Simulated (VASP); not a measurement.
A run of VASP 6.6.1 is set up as follows.

File INCAR:

```
PREC = Accurate
ENCUT = 520
EDIFF = 1E-6
ISMEAR = 0
SIGMA = 0.03
LREAL = F
LASPH = T
NELM = 80
ALGO = Normal
ISIF = 2
LWAVE = F
LCHARG = F
LNONCOLLINEAR = T
MAGMOM = 0 0 0 0 0 0 0 0 0 0 0 0 0 0 0 0 0 0
LORBIT = 11
LSORBIT = T
GGA_COMPAT = F
GGA = PE
KPAR = 4
```

File KPOINTS:

```
Automatic mesh
0
Gamma
  8 8 2
```

The input POSCAR:

```
SnTeS4
1.0
    3.7609660000      0.0000000000      0.0000000000
   -1.8804830000      3.2570920000      0.0000000000
    0.0000000000      0.0000000000     13.5761500000
Sn Te S
1 1 4
Direct
    0.0000000000      0.0000000000      0.5000000000
    0.0000000000      0.0000000000      0.0000000000
    0.6666670000      0.3333330000      0.8842050000
    0.6666670000      0.3333330000      0.3926370000
    0.3333330000      0.6666670000      0.6073630000
    0.3333330000      0.6666670000      0.1157950000
```

The input KPOINTS_OPT:

```
path GMKGALHA,LM,KH
15
line-mode
reciprocal
 0.0000000000  0.0000000000  0.0000000000  G
 0.5000000000  0.0000000000  0.0000000000  M

 0.5000000000  0.0000000000  0.0000000000  M
 0.3333333333  0.3333333333  0.0000000000  K

 0.3333333333  0.3333333333  0.0000000000  K
 0.0000000000  0.0000000000  0.0000000000  G

 0.0000000000  0.0000000000  0.0000000000  G
 0.0000000000  0.0000000000  0.5000000000  A

 0.0000000000  0.0000000000  0.5000000000  A
 0.5000000000  0.0000000000  0.5000000000  L

 0.5000000000  0.0000000000  0.5000000000  L
 0.3333333333  0.3333333333  0.5000000000  H

 0.3333333333  0.3333333333  0.5000000000  H
 0.0000000000  0.0000000000  0.5000000000  A

 0.5000000000  0.0000000000  0.5000000000  L
 0.5000000000  0.0000000000  0.0000000000  M

 0.3333333333  0.3333333333  0.0000000000  K
 0.3333333333  0.3333333333  0.5000000000  H
```

Potentials or basis: VASP PAW PBE potentials, release 64 (Sn_d, Te, S).

Launch:

```console
$ cat potpaw_PBE.64/Sn_d/POTCAR potpaw_PBE.64/Te/POTCAR potpaw_PBE.64/S/POTCAR > POTCAR
$ mpirun -np 4 vasp_ncl > vasp.out
```

Question: Estimate the largest force.

Answer: 0.015 eV/Å.

Question: What does it give for the pressure?

Answer: 0.0 GPa.

Forces on the atoms (eV/Å):
```
Sn   0.000  0.000  0.000
Te   0.000  0.000  0.000
S    0.000  0.000 -0.015
S    0.000  0.000  0.002
S    0.000  0.000 -0.002
S    0.000  0.000  0.015
```

Caveat: this functional lacks dispersion, which binds the layers, so the pressure and a relaxed spacing across them are unreliable.
